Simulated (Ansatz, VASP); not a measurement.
# ScCO in two plane-wave programs

One calculation is typed for both programs; each brings its own data sets. How far apart do they land? The cell is taken from a series of runs on this material, whose earlier steps may have relaxed, scaled, displaced or heated it; both programs get it as it stands.

Calculated with Ansatz 0.2.0; plane waves, with VASP 6.6.1 beside it; dielectric response at LDA.

The structure was built from a prototype and need not be the compound's stable phase.

## 1. Starting point

It takes space group C2/m (No. 12, monoclinic). Conventional cell: a = 6.274 Å, b = 3.406 Å, c = 6.682 Å, α = 90.00°, β = 97.02°, γ = 90.00°. Nearest to Sc lie 4 O at 2.09 to 2.17 Å and 4 C at 2.48 to 2.77 Å. Nearest to O lie 4 Sc at 2.09 to 2.17 Å. Nearest to C lie 1 C at 1.25 Å and 4 Sc at 2.48 to 2.77 Å. As first built, before any earlier steps moved the atoms (in the runner's words): all La replaced by Sc in the C2/m structure of LaCO. Farther neighbours and most contacts between anions are not listed.

Structure file:

```xyz
6
Lattice="3.1367 -1.7030 -0.0513 3.1367 1.7030 -0.0513 -0.7080 0.0000 6.6447" Properties=species:S:1:pos:R:3 pbc="T T T"
Sc    3.8197    0.0000    4.6014
Sc    1.7458    0.0000    1.9407
O     1.7908    0.0000    4.1073
O     3.7746    0.0000    2.4348
C     5.8687    0.0000    0.3766
C    -0.3033    0.0000    6.1654
```

## 2. VASP: dielectric response, LDA

The response to a field tests empty states and converges slowly with the mesh.

Lines of VASP's logs that name or quote its potential files are left out, and so is its time.

Input file INCAR:

```
SYSTEM = ScCO
PREC = Accurate
ENCUT = 520
EDIFF = 1E-08
NELM = 120
ISMEAR = 0
SIGMA = 0.01
LREAL = .FALSE.
ALGO = Normal
GGA = PW92
NBANDS = 27
LASPH = .TRUE.
LORBIT = 11
LWAVE = .FALSE.
LCHARG = .FALSE.
ISIF = 2
LEPSILON = .TRUE.
GGA_COMPAT = .FALSE.
EFERMI = MIDGAP
KPAR = 2
```

Input file POSCAR:

```
ScCO
1.0
    3.1367468876     -1.7029767863     -0.0513338140
    3.1367468876      1.7029767863     -0.0513338140
   -0.7080294340      0.0000000000      6.6447471084
Sc O C
2 2 2
Direct
    0.6882162269      0.6882162269      0.7031179749
    0.3117837731      0.3117837731      0.2968820251
    0.3558456527      0.3558456527      0.6236274880
    0.6441543473      0.6441543473      0.3763725120
    0.9435218189      0.9435218189      0.0712608588
    0.0564781811      0.0564781811      0.9287391412
```

Input file KPOINTS:

```
Automatic mesh
0
Gamma
8 8 4
0 0 0
```

PAW data sets: Sc_sv, O and C (LDA family, release 64).

On the command line:

```sh
mpirun -np 2 vasp_std
```

Numbers of over 12 decimals in the logs are rounded to 6 here.

Output:

```text
[banner, memory and clock lines left out]
running    2 mpi-ranks, on    1 nodes
 distrk:  each k-point on    1 cores,    2 groups
 distr:  one band on    1 cores,    1 groups

 POSCAR found type information on POSCAR ScO C
 POSCAR found :  3 types and       6 ions
|                                                                             |
|               ----> ADVICE to this user running VASP <----                  |
|                                                                             |
|     You enforced a specific xc type in the INCAR file but a different       |
|     [... a line on the potential file left out ...]
|     I HOPE YOU KNOW WHAT YOU ARE DOING!                                     |
|                                                                             |

 LDA part: xc-table for (Slater(with rela. corr.)+PW92), standard interpolation
 POSCAR, INCAR and KPOINTS ok, starting setup
 FFT: planning ... GRIDC
 FFT: planning ... GRID_SOFT
 FFT: planning ... GRID
 WAVECAR not read
 entering main loop
       N       E                     dE             d eps       ncg     rms          rms(c)
DAV:   1     0.639095472722E+03    0.63910E+03   -0.19887E+04  4268   0.170E+03
DAV:   2     0.406920535433E+02   -0.59840E+03   -0.59065E+03  5156   0.608E+02
DAV:   3    -0.631646477759E+02   -0.10386E+03   -0.99944E+02  6939   0.229E+02
DAV:   4    -0.682666965438E+02   -0.51020E+01   -0.50860E+01  7040   0.531E+01
DAV:   5    -0.683247301577E+02   -0.58034E-01   -0.57985E-01  6984   0.692E+00    0.215E+01
DAV:   6    -0.569007199757E+02    0.11424E+02   -0.56723E+01  7050   0.664E+01    0.928E+00
DAV:   7    -0.564407391108E+02    0.45998E+00   -0.36364E+00  7144   0.178E+01    0.523E+00
DAV:   8    -0.563409671861E+02    0.99772E-01   -0.10571E+00  7173   0.790E+00    0.119E+00
DAV:   9    -0.563171388618E+02    0.23828E-01   -0.30611E-01  6472   0.385E+00    0.838E-01
DAV:  10    -0.563116795656E+02    0.54593E-02   -0.41916E-02  6960   0.159E+00    0.139E-01
DAV:  11    -0.563120591226E+02   -0.37956E-03   -0.85756E-03  7064   0.548E-01    0.117E-01
DAV:  12    -0.563119137750E+02    0.14535E-03   -0.23069E-03  6424   0.295E-01    0.436E-02
DAV:  13    -0.563118995862E+02    0.14189E-04   -0.54608E-04  6720   0.176E-01    0.250E-02
DAV:  14    -0.563118913268E+02    0.82593E-05   -0.49577E-05  6648   0.743E-02    0.141E-02
DAV:  15    -0.563118885901E+02    0.27367E-05   -0.11566E-05  6376   0.219E-02    0.383E-03
DAV:  16    -0.563118885395E+02    0.50597E-07   -0.29019E-06  6632   0.105E-02    0.137E-03
DAV:  17    -0.563118885103E+02    0.29278E-07   -0.34403E-07  6408   0.438E-03    0.117E-03
DAV:  18    -0.563118884914E+02    0.18833E-07   -0.69429E-08  5432   0.179E-03    0.411E-04
DAV:  19    -0.563118884895E+02    0.19672E-08   -0.75684E-09  2808   0.977E-04
   1 F= -.56311888E+02 E0= -.56311888E+02  d E =0.000000E+00
 Linear response reoptimize wavefunctions to high precision
DAV:   1    -0.563118884899E+02   -0.42928E-09   -0.54790E-09  4432   0.948E-04
DAV:   2    -0.563118884900E+02   -0.92314E-10   -0.10007E-09  2808   0.414E-04
DAV:   3    -0.563118884900E+02   -0.30923E-10   -0.51868E-10  2805   0.350E-04
 Linear response G [H, r] |phi>, progress :
  Direction:   1
       N       E                     dE             d eps       ncg     rms
RMM:   1    -0.188402841137E+03   -0.18840E+03   -0.34999E+04  4842   0.372E+03
RMM:   2    -0.205606328724E+03   -0.17203E+02   -0.27180E+02  7313   0.115E+02
RMM:   3    -0.212993507869E+03   -0.73872E+01   -0.41740E+01  9220   0.304E+01
RMM:   4    -0.213689178991E+03   -0.69567E+00   -0.66680E+00  9628   0.871E+00
RMM:   5    -0.213779000389E+03   -0.89821E-01   -0.96947E-01  9545   0.293E+00
RMM:   6    -0.213786663622E+03   -0.76632E-02   -0.77439E-02  9180   0.918E-01
RMM:   7    -0.213787858748E+03   -0.11951E-02   -0.10471E-02  8923   0.329E-01
RMM:   8    -0.213787996383E+03   -0.13764E-03   -0.19059E-03  8735   0.157E-01
RMM:   9    -0.213788017518E+03   -0.21135E-04   -0.81827E-04  8360   0.108E-01
RMM:  10    -0.213788010115E+03    0.74031E-05   -0.53838E-04  8183   0.946E-02
RMM:  11    -0.213788021161E+03   -0.11045E-04   -0.60395E-04  8179   0.954E-02
RMM:  12    -0.213788012442E+03    0.87187E-05   -0.50508E-04  8275   0.977E-02
RMM:  13    -0.213788012152E+03    0.29032E-06   -0.49838E-04  8455   0.101E-01
 Linear response G [H, r] |phi>, progress :
  Direction:   2
       N       E                     dE             d eps       ncg     rms
RMM:   1    -0.190775871815E+03   -0.19078E+03   -0.35041E+04  4845   0.372E+03
RMM:   2    -0.206687825227E+03   -0.15912E+02   -0.27215E+02  7461   0.113E+02
RMM:   3    -0.212718286930E+03   -0.60305E+01   -0.36422E+01  9053   0.293E+01
RMM:   4    -0.213352133648E+03   -0.63385E+00   -0.57776E+00  9426   0.831E+00
RMM:   5    -0.213428659696E+03   -0.76526E-01   -0.83789E-01  9443   0.286E+00
[...]
RMM:   7    -0.109987397269E+01   -0.12988E-03   -0.61005E-04  8316   0.560E-02
RMM:   8    -0.109989078916E+01   -0.16816E-04   -0.83521E-05  8058   0.227E-02
RMM:   9    -0.109989306192E+01   -0.22728E-05   -0.10982E-05  7799   0.109E-02
RMM:  10    -0.109989320582E+01   -0.14389E-06   -0.33115E-06  7533   0.758E-03
RMM:  11    -0.109989334872E+01   -0.14291E-06   -0.36916E-06  7486   0.646E-03
[...]
RMM:   9    -0.108477378024E+01   -0.33584E-05   -0.19710E-05  7811   0.123E-02
RMM:  10    -0.108477420157E+01   -0.42133E-06   -0.55520E-06  7564   0.789E-03
RMM:  11    -0.108477441443E+01   -0.21286E-06   -0.51887E-06  7468   0.671E-03
RMM:  12    -0.108477457481E+01   -0.16039E-06   -0.58579E-06  7429   0.614E-03
RMM:  13    -0.108477463925E+01   -0.64437E-07   -0.63624E-06  7430   0.647E-03
RMM:  14    -0.108477469175E+01   -0.52497E-07   -0.67105E-06  7564   0.679E-03
 change of polarisation eV/A/(eV/A) component  3 :    -0.260    -0.040     2.170
 dielectric tensor                  component  3 :    -0.665    -0.103     6.540
 Linear response to external field, progress :
  Direction:   1
       N       E                     dE             d eps       ncg     rms          rms(c)
RMM:   1    -0.374765440947E+00   -0.37477E+00   -0.11673E+01  4222   0.948E+01
RMM:   2    -0.912874728511E+00   -0.53811E+00    0.84229E-01  6327   0.700E+00    0.172E+00
RMM:   3    -0.923318227955E+00   -0.10443E-01   -0.58803E-02  6544   0.524E+00    0.767E-01
RMM:   4    -0.989567295485E+00   -0.66249E-01   -0.12128E-01  7846   0.222E+00    0.510E-01
RMM:   5    -0.101514970206E+01   -0.25582E-01   -0.32690E-02  7856   0.135E+00    0.163E-01
RMM:   6    -0.102096176448E+01   -0.58121E-02   -0.88387E-03  8748   0.515E-01    0.654E-02
RMM:   7    -0.102218503571E+01   -0.12233E-02   -0.11101E-03  8501   0.260E-01    0.447E-02
RMM:   8    -0.102300844655E+01   -0.82341E-03   -0.73052E-05  8634   0.936E-02    0.106E-02
RMM:   9    -0.102356441711E+01   -0.55597E-03    0.58154E-05  8454   0.578E-02    0.122E-02
RMM:  10    -0.102350468039E+01    0.59737E-04    0.60792E-05  8197   0.212E-02    0.516E-03
RMM:  11    -0.102347146345E+01    0.33217E-04    0.85516E-05  8485   0.142E-02    0.810E-04
RMM:  12    -0.102345361992E+01    0.17844E-04    0.88999E-05  8287   0.828E-03    0.689E-04
RMM:  13    -0.102346319721E+01   -0.95773E-05    0.93177E-05  8077   0.656E-03    0.271E-04
RMM:  14    -0.102346515128E+01   -0.19541E-05    0.96753E-05  8303   0.667E-03    0.106E-04
RMM:  15    -0.102346502844E+01    0.12284E-06    0.96739E-05  8342   0.694E-03    0.238E-05
RMM:  16    -0.102346583970E+01   -0.81126E-06    0.88308E-05  8340   0.725E-03    0.158E-05
RMM:  17    -0.102346444614E+01    0.13936E-05    0.10351E-04  8371   0.746E-03    0.228E-05
RMM:  18    -0.102346399681E+01    0.44933E-06    0.10736E-04  8410   0.759E-03    0.822E-06
 change of polarisation eV/A/(eV/A) component  1 :     1.953     0.123    -0.131
 dielectric tensor                  component  1 :     5.987     0.313    -0.335
 Linear response to external field, progress :
  Direction:   2
       N       E                     dE             d eps       ncg     rms          rms(c)
RMM:   1    -0.344210503534E+00   -0.34421E+00   -0.11326E+01  4215   0.932E+01
RMM:   2    -0.767819714687E+00   -0.42361E+00    0.34722E-01  6346   0.654E+00    0.124E+00
RMM:   3    -0.815058166377E+00   -0.47238E-01   -0.12760E-01  6370   0.428E+00    0.698E-01
RMM:   4    -0.853115980714E+00   -0.38058E-01   -0.10358E-01  7540   0.281E+00    0.223E-01
RMM:   5    -0.862208290883E+00   -0.90923E-02   -0.26066E-02  8286   0.863E-01    0.112E-01
RMM:   6    -0.868842626574E+00   -0.66343E-02   -0.35037E-03  8631   0.375E-01    0.200E-02
RMM:   7    -0.868897008763E+00   -0.54382E-04   -0.65144E-04  8639   0.131E-01    0.106E-02
RMM:   8    -0.869226026855E+00   -0.32902E-03   -0.72253E-05  8468   0.459E-02    0.347E-03
RMM:   9    -0.869116176177E+00    0.10985E-03   -0.12447E-05  8401   0.209E-02    0.187E-03
RMM:  10    -0.869204049153E+00   -0.87873E-04   -0.49882E-06  8392   0.102E-02    0.269E-04
RMM:  11    -0.869207800754E+00   -0.37516E-05   -0.36855E-06  8431   0.660E-03    0.187E-04
RMM:  12    -0.869205891821E+00    0.19089E-05   -0.46044E-06  8053   0.550E-03    0.972E-05
RMM:  13    -0.869207962172E+00   -0.20704E-05   -0.47602E-06  7994   0.548E-03    0.355E-05
RMM:  14    -0.869207963551E+00   -0.13796E-08   -0.55586E-06  7926   0.582E-03    0.330E-05
RMM:  15    -0.869208051623E+00   -0.88071E-07   -0.40062E-06  7952   0.620E-03    0.178E-05
RMM:  16    -0.869207936838E+00    0.11478E-06   -0.33873E-06  8166   0.646E-03    0.106E-05
RMM:  17    -0.869208354283E+00   -0.41744E-06   -0.54599E-06  8217   0.667E-03    0.819E-06
 change of polarisation eV/A/(eV/A) component  2 :     0.133     1.659    -0.043
 dielectric tensor                  component  2 :     0.339     5.236    -0.111
 Linear response to external field, progress :
  Direction:   3
       N       E                     dE             d eps       ncg     rms          rms(c)
RMM:   1    -0.365972966735E+00   -0.36597E+00   -0.11195E+01  4251   0.921E+01
RMM:   2    -0.884891381334E+00   -0.51892E+00    0.74203E-01  6310   0.712E+00    0.185E+00
RMM:   3    -0.921941052574E+00   -0.37050E-01   -0.52240E-01  6495   0.541E+00    0.853E-01
RMM:   4    -0.969735689354E+00   -0.47795E-01   -0.16392E-01  7679   0.250E+00    0.593E-01
RMM:   5    -0.992592251257E+00   -0.22857E-01   -0.36593E-02  7965   0.131E+00    0.178E-01
RMM:   6    -0.998739504033E+00   -0.61473E-02   -0.67415E-03  8603   0.531E-01    0.705E-02
RMM:   7    -0.999889212945E+00   -0.11497E-02   -0.12026E-03  8358   0.209E-01    0.270E-02
RMM:   8    -0.100050462895E+01   -0.61542E-03   -0.28420E-04  8774   0.737E-02    0.956E-03
RMM:   9    -0.100075513583E+01   -0.25051E-03   -0.42500E-05  8411   0.295E-02    0.392E-03
RMM:  10    -0.100076246499E+01   -0.73292E-05   -0.18205E-05  8282   0.139E-02    0.148E-03
RMM:  11    -0.100073546683E+01    0.26998E-04   -0.13917E-05  8340   0.801E-03    0.417E-04
RMM:  12    -0.100075065117E+01   -0.15184E-04   -0.11770E-05  8140   0.640E-03    0.201E-04
RMM:  13    -0.100075212964E+01   -0.14785E-05   -0.13739E-05  8074   0.588E-03    0.879E-05
RMM:  14    -0.100075221675E+01   -0.87115E-07   -0.13399E-05  8163   0.608E-03    0.658E-05
RMM:  15    -0.100075119433E+01    0.10224E-05   -0.14149E-05  8181   0.659E-03    0.251E-05
RMM:  16    -0.100075103436E+01    0.15997E-06   -0.13399E-05  8206   0.688E-03    0.213E-05
RMM:  17    -0.100075126269E+01   -0.22834E-06   -0.14332E-05  8262   0.711E-03    0.101E-05
RMM:  18    -0.100075107986E+01    0.18283E-06   -0.13299E-05  8380   0.723E-03    0.737E-06
 change of polarisation eV/A/(eV/A) component  3 :    -0.131    -0.024     1.904
 dielectric tensor                  component  3 :    -0.336    -0.062     5.862
 Born effective charges drift removed
```

OUTCAR, selected parts (step 2):

```text
ion  position               nearest neighbor table
   1  0.688  0.688  0.703-   3 2.09   3 2.10   3 2.10   4 2.17   6 2.48   6 2.48   6 2.60   2 3.37
                             2 3.37   2 3.37
   2  0.312  0.312  0.297-   4 2.09   4 2.10   4 2.10   3 2.17   5 2.48   5 2.48   5 2.60   1 3.37
                             1 3.37   1 3.37
   3  0.356  0.356  0.624-   1 2.09   1 2.10   1 2.10   2 2.17
   4  0.644  0.644  0.376-   2 2.09   2 2.10   2 2.10   1 2.17
   5  0.944  0.944  0.071-   6 1.25   2 2.48   2 2.48   2 2.60
   6  0.056  0.056  0.929-   5 1.25   1 2.48   1 2.48   1 2.60

  LATTYP: Found a base centered monoclinic cell.
 ALAT       =     6.2743338124
 B/A-ratio  =     0.5428390765
 C/A-ratio  =     1.0650314108
 COS(beta)  =    -0.1222117733

 Subroutine GETGRP returns: Found  4 space group operations
 (whereof  4 operations were pure point group operations)

The static configuration has the point symmetry C_2h.

 Found     78 irreducible k-points:

   k-points           NKPTS =     78   k-points in BZ     NKDIM =     78   number of bands    NBANDS=     27

   dimension x,y,z NGX =    28 NGY =   28 NGZ =   50
   dimension x,y,z NGXF=    56 NGYF=   56 NGZF=  100

   ENCUT  =  520.0 eV  38.22 Ry    6.18 a.u.   6.64  6.64 12.42*2*pi/ulx,y,z

   NELECT =      42.0000    total number of electrons

 k-points in reciprocal lattice and weights: Automatic mesh
   0.00000000  0.00000000  0.00000000       0.004
   0.12500000 -0.00000000 -0.00000000       0.016
   0.25000000 -0.00000000 -0.00000000       0.016
   0.37500000 -0.00000000 -0.00000000       0.016
   0.50000000 -0.00000000 -0.00000000       0.008
   0.12500000  0.12500000 -0.00000000       0.008
   0.25000000  0.12500000 -0.00000000       0.016
   0.37500000  0.12500000 -0.00000000       0.016
   0.50000000  0.12500000 -0.00000000       0.016
[...]
-0.37500000  0.37500000  0.50000000       0.008
   0.50000000  0.50000000  0.50000000       0.004

 average (electrostatic) potential at core
       1 -46.5845       2 -46.5845       3 -72.0108       4 -72.0108       5 -53.8501
       6 -53.8501

  Total       -4.1284301     -3.7794703     -4.0367513      0.0000000      0.0000000      0.1571525
  in kB      -93.3376466    -85.4481864    -91.2649255      0.0000000      0.0000000      3.5529827
  external PRESSURE =     -90.0169195 kB  Pullay stress =       0.0000000 kB

  energy-cutoff  :      520.00
  volume of cell :       70.87
      direct lattice vectors                 reciprocal lattice vectors
     3.136746888 -1.702976786 -0.051333814     0.159679261 -0.293603532  0.017014585
     3.136746888  1.702976786 -0.051333814     0.159679261  0.293603532  0.017014585
    -0.708029434  0.000000000  6.644747108     0.002467196  0.000000000  0.150757708

 POSITION                                       TOTAL-FORCE (eV/Angst)
 -----------------------------------------------------------------------------------
      3.81969      0.00000      4.60138        -0.002231      0.000000     -0.246683
      1.74577      0.00000      1.94070         0.002231      0.000000      0.246683
      1.79085      0.00000      4.10731        -0.009943      0.000000     -0.052629
      3.77462      0.00000      2.43477         0.009943      0.000000      0.052629
      5.86872      0.00000      0.37664         0.168764      0.000000     -0.126682
     -0.30326      0.00000      6.16544        -0.168764      0.000000      0.126682
 -----------------------------------------------------------------------------------
    total drift:                                0.000000      0.000000     -0.000000

 MACROSCOPIC STATIC DIELECTRIC TENSOR (including local field effects in DFT)
 ------------------------------------------------------
           5.986939     0.000000    -0.335508
           0.000000     5.235787     0.000000
          -0.335492     0.000000     5.862099
 ------------------------------------------------------

 PIEZOELECTRIC TENSOR (including local field effects)  for field in x, y, z        (C/m^2)
          XX          YY          ZZ          XY          YZ          ZX
  --------------------------------------------------------------------------------
  x     0.00000     0.00000     0.00000     0.00000     0.00000     0.00000
  y     0.00000     0.00000     0.00000     0.00000     0.00000     0.00000
  z     0.00000     0.00000     0.00000     0.00000     0.00000     0.00000

 BORN EFFECTIVE CHARGES (including local field effects) (in |e|, cummulative output)
 ---------------------------------------------------------------------------------
 ion    1
    1     3.93918     0.00000    -0.21251
    2     0.00000     3.71937     0.00000
    3    -0.07977     0.00000     3.77359
 ion    2
    1     3.93918     0.00000    -0.21251
    2     0.00000     3.71937     0.00000
    3    -0.07977     0.00000     3.77359
 ion    3
    1    -2.74167     0.00000     0.12018
    2     0.00000    -2.54903     0.00000
    3    -0.05586     0.00000    -2.52702
 ion    4
    1    -2.74167     0.00000     0.12018
    2     0.00000    -2.54903     0.00000
    3    -0.05586     0.00000    -2.52702
 ion    5
    1    -1.19751     0.00000     0.09233
    2     0.00000    -1.17034     0.00000
    3     0.13562     0.00000    -1.24657
 ion    6
    1    -1.19751     0.00000     0.09233
    2     0.00000    -1.17034     0.00000
    3     0.13562     0.00000    -1.24657
```

[end of part 1 of 2]

[Lines on the potential files, build, host, timing and source positions are cut from VASP's logs without a mark.]

[Logs are printed without paths, hosts, clocks, repeated set-up lines and the standing remarks that a program may print on its own settings, such as how far it seeks lower states.]

[Hosts, paths, dates, database ids (printed as entryN), source tags and the programs' standing remarks are cut or masked in the printed files.]
